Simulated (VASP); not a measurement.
HfC (rock salt) relaxed at rising pressure, in one space group throughout; other phases were not tried. The pressures are those reached. These are PBEsol GGA, VASP's PBE PAW potentials (set 64) (plane waves; VASP) values and carry that method's errors.

| P (GPa) | V (Å³/atom) | k-mesh |
|---|---|---|
| 0.02 | 12.200 | 14×14×14 |
| 4.95 | 11.975 | 14×14×14 |
| 9.94 | 11.767 | 14×14×14 |
| 19.98 | 11.396 | 14×14×14 |
| 29.99 | 11.075 | 14×14×14 |

Fit an equation of state and predict the volume at 44.93 GPa.

Least squares on the third-order Birch-Murnaghan form, P = (3B0/2)(y⁷ − y⁵)[1 + (3/4)(B′ − 4)(y² − 1)] with y = (V0/V)^(1/3), gives V0 = 12.201 Å³/atom, B0 = 256 GPa and B′ = 4.0, and so 10.665 Å³/atom. The run gave 10.665 Å³/atom, +0.0 % from the fit.

Pressures at which the relaxation failed are left out.

The compound is HfC in the rock salt structure.
